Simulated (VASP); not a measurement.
# AlNi3: which input changes matter, part 4 of 4

Aim: change the input of a sound run on AlNi3 piece by piece and see what each change does. All runs use PBEsol. The start is a computed cell from the Materials Project.

VASP 6.6.1; PBEsol, spin-polarised from a ferromagnetic start; plane waves and PAW (Al, Ni).

Still holding for the runs below: The magnetic state follows from one typed start and may not be the lowest. The k-mesh is coarse for a metal.

So far. Step 6 (Relaxing cell and atoms (PBEsol), changed input): It ends with forces that vanish by symmetry and a pressure of 0.06 GPa. Step 8 (A single point (PBEsol), changed input, try 2): Against the reference run the energy at zero smearing moves by -0.14 meV an atom and the pressure by -0.03 GPa. The relaxed cell has a = 3.517 Å (conventional setting).

## (9) Full relaxation (PBEsol)

The start need not lie at this functional's minimum. ISIF = 3 frees volume, shape and positions, and EDIFFG sets the threshold on forces and stress at which the search stops.

The input, INCAR:

```
SYSTEM = AlNi3
PREC = Accurate
ENCUT = 400
EDIFF = 1E-06
NELM = 100
ISMEAR = -1
SIGMA = 0.05
LREAL = .FALSE.
ALGO = Normal
GGA = PS
NBANDS = 26
ISPIN = 2
MAGMOM = 0 1 1 1
LASPH = .TRUE.
LMAXMIX = 4
LORBIT = 11
LWAVE = .FALSE.
LCHARG = .FALSE.
KPAR = 4
IBRION = 2
NSW = 60
ISIF = 3
EDIFFG = -0.01
```

The input, POSCAR:

```
AlNi3
1.0
    3.5230547267      0.0000000000      0.0000000000
    0.0000000000      3.5230547267      0.0000000000
    0.0000000000      0.0000000000      3.5230547267
Al Ni
1 3
Direct
    0.0000000000      0.0000000000      0.0000000000
    0.0000000000      0.5000000000      0.5000000000
    0.5000000000      0.0000000000      0.5000000000
    0.5000000000      0.5000000000      0.0000000000
```

The input, KPOINTS:

```
Automatic mesh
0
Gamma
6 6 6
0 0 0
```

PAW data sets: Al and Ni (PBE family, release 64).

The run is started by

```bash
> mpirun -np 4 vasp_std
```

Log:

```text
[... set-up lines as in an earlier step ...]
 entering main loop
       N       E                     dE             d eps       ncg     rms          rms(c)
[... 14 cycles as in an earlier step ...]
   1 F= -.24310979E+02 E0= -.24295419E+02  d E =-.243110E+02  mag=     0.6561
 curvature:   0.00 expect dE= 0.000E+00 dE for cont linesearch  0.000E+00
 trial: gam= 0.00000 g(F)=  0.000E+00 g(S)=  0.184E-02 ort = 0.000E+00 (trialstep = 0.100E+01)
 search vector abs. value=  0.184E-02
 bond charge predicted
       N       E                     dE             d eps       ncg     rms          rms(c)
DAV:   1    -0.243576465087E+02   -0.46667E-01   -0.33456E-01  2140   0.880E+00    0.194E+00
DAV:   2    -0.243646102084E+02   -0.69637E-02   -0.35862E-01  2412   0.108E+01    0.189E+00
DAV:   3    -0.243124845390E+02    0.52126E-01   -0.12233E-01  2412   0.619E+00    0.297E-01
DAV:   4    -0.243113902574E+02    0.10943E-02   -0.15077E-03  2384   0.382E-01    0.930E-02
DAV:   5    -0.243113283774E+02    0.61880E-04   -0.93462E-05  2730   0.864E-02    0.331E-02
DAV:   6    -0.243113282887E+02    0.88790E-07   -0.10547E-05  2170   0.259E-02    0.134E-02
DAV:   7    -0.243113286198E+02   -0.33118E-06   -0.20171E-06  1824   0.134E-02
   2 F= -.24311329E+02 E0= -.24295752E+02  d E =-.349699E-03  mag=     0.6492
 trial-energy change:   -0.000350  1 .order   -0.000104   -0.001844    0.001636
 step:   0.6287(harm=  0.5299)  dis= 0.00000  next Energy=   -24.311620 (dE=-0.641E-03)
 bond charge predicted
       N       E                     dE             d eps       ncg     rms          rms(c)
DAV:   1    -0.243181535148E+02   -0.68252E-02   -0.46123E-02  2144   0.328E+00    0.736E-01
DAV:   2    -0.243195048295E+02   -0.13513E-02   -0.53930E-02  2404   0.408E+00    0.704E-01
DAV:   3    -0.243117676654E+02    0.77372E-02   -0.16771E-02  2406   0.236E+00    0.104E-01
DAV:   4    -0.243116370812E+02    0.13058E-03   -0.26353E-04  2202   0.118E-01    0.433E-02
DAV:   5    -0.243116294127E+02    0.76685E-05   -0.11655E-05  2898   0.410E-02    0.110E-02
DAV:   6    -0.243116299258E+02   -0.51310E-06   -0.16487E-06  1694   0.132E-02
   3 F= -.24311630E+02 E0= -.24296052E+02  d E =-.651005E-03  mag=     0.6516
 curvature:  -0.25 expect dE=-0.108E-05 dE for cont linesearch -0.108E-05
 trial: gam= 0.00000 g(F)=  0.219E-65 g(S)=  0.427E-05 ort =-0.887E-04 (trialstep = 0.926E+00)
 search vector abs. value=  0.427E-05
 reached required accuracy - stopping structural energy minimisation
```

It took 9 s on 4 MPI ranks of Intel Xeon 6975P-C (Granite Rapids), shared host; peak memory 0.61 GiB; 34 s of CPU time.

Parts of OUTCAR (step 9):

```text
   NELECT =      33.0000    total number of electrons

 E-fermi :   9.8278

 spin component 1
 k-point     1 :       0.0000    0.0000    0.0000
  band No.  band energies     occupation
    ...
     12       9.2801      0.99998
     13       9.6015      0.98929
     14       9.7969      0.64984
     15       9.7969      0.64984
     16       9.7969      0.64983
     17      10.7089      0.00000
     18      10.7089      0.00000
     19      10.7089      0.00000
     20      16.5952      0.00000
     21      16.5952      0.00000
    ...

 k-point     2 :       0.1667    0.0000    0.0000
  band No.  band energies     occupation
    ...
     13       9.2403      0.99999
     14       9.2807      0.99998
     15       9.4746      0.99915
     16       9.6525      0.97083
     17       9.7973      0.64795
     18      11.7060      0.00000
     19      11.7060      0.00000
     20      16.5584      0.00000
     21      17.1520      0.00000
     22      18.8909      0.00000
    ...

  Total        0.0108604      0.0108604      0.0108604      0.0000000     -0.0000000      0.0000000
  in kB        0.3999740      0.3999740      0.3999740      0.0000000     -0.0000000      0.0000000
  external PRESSURE =       0.3999740 kB  Pullay stress =       0.0000000 kB

 POSITION                                       TOTAL-FORCE (eV/Angst)
 -----------------------------------------------------------------------------------
      0.00000      0.00000      0.00000         0.000000      0.000000      0.000000
      0.00000      1.75851      1.75851        -0.000000     -0.000000      0.000000
      1.75851     -0.00000      1.75851         0.000000     -0.000000      0.000000
      1.75851      1.75851      0.00000         0.000000      0.000000      0.000000
 -----------------------------------------------------------------------------------
    total drift:                                0.000000     -0.000000     -0.000000

  FREE ENERGIE OF THE ION-ELECTRON SYSTEM (eV)
  ---------------------------------------------------
  free  energy   TOTEN  =       -24.3116299258 eV

  energy  without entropy=      -24.2804740377  energy(sigma->0) =      -24.29605198

 magnetization (x)
# of ion       s       p       d       tot
------------------------------------------
    1       -0.000  -0.008   0.000  -0.008
    2       -0.002  -0.007   0.238   0.229
    3       -0.002  -0.007   0.238   0.229
    4       -0.002  -0.007   0.238   0.229
--------------------------------------------------
tot         -0.007  -0.029   0.715   0.679

[... 8 parts as in an earlier step ...]

[... 15 further parts left out ...]
```

CONTCAR:

```
AlNi3
   1.00000000000000
     3.5170231857612579    0.0000000000000000    0.0000000000000000
     0.0000000000000000    3.5170231857612579    0.0000000000000000
     0.0000000000000000   -0.0000000000000000    3.5170231857612579
  Al              Ni
     1     3
Direct
     0.0000000000000000    0.0000000000000000    0.0000000000000000
     0.0000000000000000    0.5000000000000000    0.5000000000000000
     0.5000000000000000    0.0000000000000000    0.5000000000000000
     0.5000000000000000    0.5000000000000000    0.0000000000000000
```

Step by step:

```
step  energy less that of the first step (eV)  largest force (eV/Å)  pressure (GPa)  volume (Å³)
   1                                   0.0000                0.0000           -0.83        43.73
   2                                  -0.0004                0.0000            0.74        43.37
   3                                  -0.0007                0.0000            0.04        43.50
```

```
conventional cell, symmetrised  before  after  change
                         a (Å)   3.523  3.517  -0.2 %
                         b (Å)   3.523  3.517  -0.2 %
                         c (Å)   3.523  3.517  -0.2 %
              volume (Å³/atom)   10.93  10.88  -0.5 %
```

Final coordinates:

```
Al Ni
1.0
     3.51702    0.00000    0.00000
     0.00000    3.51702    0.00000
     0.00000    0.00000    3.51702
Al Ni
1 3
Direct
  0.00000 0.00000 0.00000
  0.00000 0.50000 0.50000
  0.50000 0.00000 0.50000
  0.50000 0.50000 0.00000
```

Numbers from this step:

| Property | Result |
| --- | --- |
| free energy (TOTEN) | -24.31 eV |
| Fermi energy | 9.828 eV |
| pressure | 0.04000 GPa |
| moment of the cell, from the last line of the log | 0.6516 μB |
| SCF cycles over all ionic steps | 27 |

It ends with forces that vanish by symmetry and a pressure of 0.04 GPa.

## (10) Side by side

```
                                   changed           job      ended  energy (meV/atom)  pressure (GPa)  volume (%)
PREC = Normal, LASPH = False (the default)  single point  converged              +1.40           -0.05           -
                        cell typed in bohr  single point  converged                  -               -           -
                                  ISYM = 0  single point  converged              +0.00           -0.04           -
   ISMEAR = 0, SIGMA = 0.1, ADDGRID = True    relaxation  converged                  -               -        +0.0
                      MAGMOM = 1.0 1.0 1.0    relaxation    refused                  -               -           -
         ISMEAR = 0, SIGMA = 0.1, ISYM = 1  single point  converged              -0.14           -0.03           -
```

## (11) Results

```json
{
 "PREC = Normal, LASPH = False (the default) (single point)": "converged, +1.40 meV/atom",
 "cell typed in bohr (single point)": "converged",
 "ISYM = 0 (single point)": "converged, +0.00 meV/atom",
 "ISMEAR = 0, SIGMA = 0.1, ADDGRID = True (relaxation)": "converged, volume +0.0 %",
 "MAGMOM = 1.0 1.0 1.0 (relaxation)": "refused",
 "ISMEAR = 0, SIGMA = 0.1, ISYM = 1 (single point)": "converged, -0.14 meV/atom"
}
```

What this shows: Changes that show themselves, by a stop, a warning or no convergence: MAGMOM = 1.0 1.0 1.0. Changes that converge quietly but describe another system or model: cell typed in bohr. These are the ones to fear, since the run ends as usual. Changes with no effect beyond 1 meV an atom and 0.1 GPa here: ISYM = 0; ISMEAR = 0, SIGMA = 0.1, ISYM = 1. Differences of single points are from the reference run, and of volumes from the sound relaxation. The k-sampling is coarse for a metal, so the Fermi level, moments, pressures and the shape of the cell carry errors. Only the typed magnetic starts were tried, so the magnetic ground state may differ and with it the other results.

[Lines on the potential files, build, host, timing and source positions are cut from VASP's logs without a mark.]

[Logs are printed without paths, hosts, clocks, repeated set-up lines and the standing remarks that a program may print on its own settings, such as how far it seeks lower states.]

[Hosts, paths, dates, database ids (printed as entryN), source tags and the programs' standing remarks are cut or masked in the printed files.]

[A measured line is paired with the nearest computed mode of its activity, which favours agreement.]
